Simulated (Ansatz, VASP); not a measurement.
Two plane-wave programs on Ir16Se

```xyz
17
Lattice="5.4739 0.0000 0.0000 0.0000 7.7413 0.0000 0.0000 0.0000 20.9602" Properties=species:S:1:pos:R:3 pbc="T T T"
Ir    1.3685    1.9353    4.0000
Ir    1.3685    5.8060    4.0000
Ir    4.1055    1.9353    4.0000
Ir    4.1055    5.8060    4.0000
Ir    0.0000    0.0000    5.3685
Ir    0.0000    3.8707    5.3685
Ir    2.7370    0.0000    5.3685
Ir    2.7370    3.8707    5.3685
Ir    1.3685    1.9353    6.7222
Ir    1.3685    5.8060    6.7222
Ir    4.1055    1.9353    6.7222
Ir    4.1055    5.8060    6.7222
Ir    0.0000    0.0000    7.9602
Ir    0.0000    3.8707    7.9602
Ir    2.7370    0.0000    7.9602
Ir    2.7370    3.8707    7.9602
Se    0.3421    0.4838   12.3302
```

Alike in both runs: task single point; functional PBE; k mesh 5 × 4 × 1; occupations gaussian, width 0.1 eV; no spin polarisation.

|  | VASP | Ansatz |
| --- | --- | --- |
| version | VASP 6.6.1 | Ansatz 0.2.0 |
| potentials or method | VASP PAW PBE potentials, release 64 (Ir, Se) | scalar-relativistic, plane waves, PAW |
| plane-wave cutoff (eV) | 520 | 420 |
| valence electrons in the cell | 150 | 288 |

|  | VASP | Ansatz | Ansatz less VASP |
| --- | --- | --- | --- |
| gap on the k mesh at the Fermi level (eV) | none | none | - |
| rms of the force components (eV/Å) | 0.461 | 0.458 | -0.0025 |
| work function, face that differs most (eV) | 6.06 | 6.37 | +0.317 |

Atom by atom the forces differ by 0.020 eV/Å (rms over components). A gap of «none» marks a metal or a gap that the smearing closes. The two sets of potentials don't hold the same shells in valence. Ansatz warned: «xc_potential_rough_in_thin_density».

The runs have no spin-orbit coupling, so splittings on Ir are missing.
